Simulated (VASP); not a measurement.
Output of a VASP run:

### OUTCAR
```
 ion  position               nearest neighbor table
   1  0.000  0.000  0.000-   2 2.60   2 2.60   2 2.60   2 2.60   2 2.60   2 2.60
   2  0.500  0.500  0.500-   1 2.60   1 2.60   1 2.60   1 2.60   1 2.60   1 2.60
  LATTYP: Found a face centered cubic cell.
 ALAT       =     5.2000000000
 Subroutine PRICEL returns:
 Original cell was already a primitive cell.
 Subroutine GETGRP returns: Found 48 space group operations
The static configuration has the point symmetry O_h .
The dynamic configuration has the point symmetry O_h .
 Subroutine INISYM returns: Found 48 space group operations
 Subroutine IBZKPT returns following result:
 Found     29 irreducible k-points:

 Following reciprocal coordinates:
            Coordinates               Weight
  0.000000  0.000000  0.000000      1.000000
  0.125000  0.000000  0.000000      8.000000
  0.250000  0.000000  0.000000      8.000000
  0.375000  0.000000  0.000000      8.000000
  0.500000  0.000000  0.000000      4.000000
  0.125000  0.125000  0.000000      6.000000
  0.250000  0.125000  0.000000     24.000000
  0.375000  0.125000  0.000000     24.000000
  0.500000  0.125000  0.000000     24.000000
 -0.375000  0.125000  0.000000     24.000000
 -0.250000  0.125000  0.000000     24.000000
 -0.125000  0.125000  0.000000     12.000000
  0.250000  0.250000  0.000000      6.000000
  0.375000  0.250000  0.000000     24.000000
  0.500000  0.250000  0.000000     24.000000
 -0.375000  0.250000  0.000000     24.000000
 -0.250000  0.250000  0.000000     12.000000
  0.375000  0.375000  0.000000      6.000000
  0.500000  0.375000  0.000000     24.000000
 -0.375000  0.375000  0.000000     12.000000
  0.500000  0.500000  0.000000      3.000000
  0.375000  0.250000  0.125000     24.000000
  0.500000  0.250000  0.125000     48.000000
 -0.375000  0.250000  0.125000     24.000000
  0.500000  0.375000  0.125000     24.000000
 -0.375000  0.375000  0.125000     48.000000
 -0.250000  0.375000  0.125000     24.000000
 -0.375000  0.500000  0.125000     12.000000
 -0.250000  0.500000  0.250000      6.000000
   k-points           NKPTS =     29   k-points in BZ     NKDIM =     29   number of bands    NBANDS=      8
   number of dos      NEDOS =    301   number of ions     NIONS =      2
   total plane-waves  NPLWV =  21952
   dimension x,y,z NGX =    28 NGY =   28 NGZ =   28
   dimension x,y,z NGXF=    56 NGYF=   56 NGZF=   56
   ions per type =               1   1
   PREC   = accura    normal or accurate (medium, high low for compatibility)
   ISTART =      0    job   : 0-new  1-cont  2-samecut
   ICHARG =      2    charge: 1-file 2-atom 10-const
   ISPIN  =      1    spin polarized calculation?
   LNONCOLLINEAR =      F non collinear calculations
   LSORBIT =      F    spin-orbit coupling
   INIWAV =      1    electr: 0-lowe 1-rand  2-diag
   ENCUT  =  520.0 eV  38.22 Ry    6.18 a.u.   6.84  6.84  6.84*2*pi/ulx,y,z
   NELM   =    100;   NELMIN=  2; NELMDL= -5     # of ELM steps
   EDIFF  = 0.1E-05   stopping-criterion for ELM
   LREAL  =      F    real-space projection
   NLSPLINE    = F    spline interpolate recip. space projectors
   LMAXMIX     =    2 max onsite mixed and CHGCAR
   VOSKOWN=      0    Vosko Wilk Nusair interpolation
   EDIFFG = -.1E-01   stopping-criterion for IOM
   NSW    =     60    number of steps for IOM
   NBLOCK =      1;   KBLOCK =     60    inner block; outer block
   IBRION =      2    ionic relax: 0-MD 1-quasi-New 2-CG
   NFREE  =      1    steps in history (QN), initial steepest desc. (CG)
   ISIF   =      3    stress and relaxation
   ISYM   =      2    0-nonsym 1-usesym 2-fastsym
   TEIN   =    0.0    initial temperature
   TEBEG  =    0.0;   TEEND  =   0.0 temperature during run
   SMASS  =  -3.00    Nose mass-parameter (am)
   PSTRESS=    0.0 pullay stress
   NELECT =       8.0000    total number of electrons
   EFERMI =   0.00;   METHOD = LEGACY
   ISMEAR =     0;   SIGMA  =   0.05  broadening in eV -4-tet -1-fermi 0-gaus
   IALGO  =     38    algorithm
...
```

OSZICAR:
```
       N       E                     dE             d eps       ncg     rms          rms(c)
DAV:   1     0.260473641887E+02    0.26047E+02   -0.37925E+03   488   0.820E+02
DAV:   2    -0.554932075105E+01   -0.31597E+02   -0.30482E+02   632   0.109E+02
DAV:   3    -0.655443371051E+01   -0.10051E+01   -0.10051E+01   584   0.265E+01
DAV:   4    -0.655834002499E+01   -0.39063E-02   -0.39063E-02   728   0.192E+00
DAV:   5    -0.655834955804E+01   -0.95331E-05   -0.95333E-05   608   0.672E-02    0.424E+00
DAV:   6    -0.617921085037E+01    0.37914E+00   -0.10298E+00   504   0.503E+00    0.339E+00
DAV:   7    -0.614236478840E+01    0.36846E-01   -0.23508E-01   600   0.259E+00    0.240E+00
DAV:   8    -0.614318507697E+01   -0.82029E-03   -0.13412E-02   536   0.106E+00    0.997E-01
DAV:   9    -0.614296276320E+01    0.22231E-03   -0.68532E-04   552   0.216E-01    0.261E-01
DAV:  10    -0.614299818736E+01   -0.35424E-04   -0.12256E-04   664   0.764E-02    0.155E-02
DAV:  11    -0.614299751179E+01    0.67557E-06   -0.14579E-05   576   0.212E-02    0.975E-03
DAV:  12    -0.614299756245E+01   -0.50654E-07   -0.29949E-07   296   0.484E-03
   1 F= -.61429976E+01 E0= -.61429976E+01  d E =-.614300E+01
       N       E                     dE             d eps       ncg     rms          rms(c)
DAV:   1    -0.614310640723E+01   -0.10890E-03   -0.19013E-03   528   0.285E-01    0.786E-02
DAV:   2    -0.614302405474E+01    0.82352E-04   -0.24156E-04   488   0.828E-02    0.250E-02
DAV:   3    -0.614301581884E+01    0.82359E-05   -0.48667E-05   536   0.389E-02    0.173E-02
DAV:   4    -0.614301587720E+01   -0.58358E-07   -0.32803E-07   320   0.524E-03
   2 F= -.61430159E+01 E0= -.61430159E+01  d E =-.183148E-04
```

**OUTCAR**
```
------------------------ aborting loop because EDIFF is reached ----------------------------------------
  FORCE on cell =-STRESS in cart. coord.  units (eV):
  Direction    XX          YY          ZZ          XY          YZ          ZX
  --------------------------------------------------------------------------------------
  Total        0.0049083      0.0049083      0.0049083     -0.0000000     -0.0000000      0.0000000
  in kB        0.2241176      0.2241176      0.2241176     -0.0000000     -0.0000000      0.0000000
  external PRESSURE =       0.2241176 kB  Pullay stress =       0.0000000 kB
  volume of cell :       35.09
      direct lattice vectors                 reciprocal lattice vectors
     0.000000000  2.598443309  2.598443309    -0.192422901  0.192422901  0.192422901
     2.598443309  0.000000000  2.598443309     0.192422901 -0.192422901  0.192422901
     2.598443309  2.598443309 -0.000000000     0.192422901  0.192422901 -0.192422901
 POSITION                                       TOTAL-FORCE (eV/Angst)
 -----------------------------------------------------------------------------------
      2.59844      2.59844      5.19689        -0.000000     -0.000000     -0.000000
      2.59844      2.59844      2.59844         0.000000      0.000000      0.000000
 -----------------------------------------------------------------------------------
    total drift:                                0.000000      0.000000     -0.000000
  FREE ENERGIE OF THE ION-ELECTRON SYSTEM (eV)
  ---------------------------------------------------
  free  energy   TOTEN  =        -6.1430158772 eV

  energy  without entropy=       -6.1430158772  energy(sigma->0) =       -6.14301588

 reached required accuracy - stopping structural energy minimisation
```
(Selected blocks of OUTCAR.)

File POSCAR:
```
MgS
1
    0.0000000000     2.6000000000     2.6000000000
    2.6000000000     0.0000000000     2.6000000000
    2.6000000000     2.6000000000     0.0000000000
Mg S
1 1
Direct
  0.0000000000   0.0000000000   0.0000000000
  0.5000000000   0.5000000000   0.5000000000
```

Q: Reconstruct the remaining input files.

A: One answer among several that fit: the input of the run itself, rev-vdW-DF2, plane waves, VASP's PBE PAW potentials (set 64).

KPOINTS:
```
Automatic mesh
0
Gamma
8 8 8
0 0 0
```

### INCAR
```
SYSTEM = MgS
PREC = Accurate
ENCUT = 520
EDIFF = 1E-6
NELM = 100
ALGO = Normal
LREAL = .FALSE.
LASPH = .TRUE.
ISMEAR = 0
SIGMA = 0.05
GGA = MK
PARAM1 = 0.1234568
PARAM2 = 0.7114
ZAB_VDW = -1.8867
LUSE_VDW = .TRUE.
AGGAC = 0.0
LWAVE = .FALSE.
LCHARG = .FALSE.
IBRION = 2
ISIF = 3
NSW = 60
EDIFFG = -0.01
```

POTCAR, in this order: Mg S (PBE.64 set). Program: vasp_std.

The compound is MgS in the rock salt structure. This run relaxes it. Symmetry was kept, so distortions that lower it aren't found.
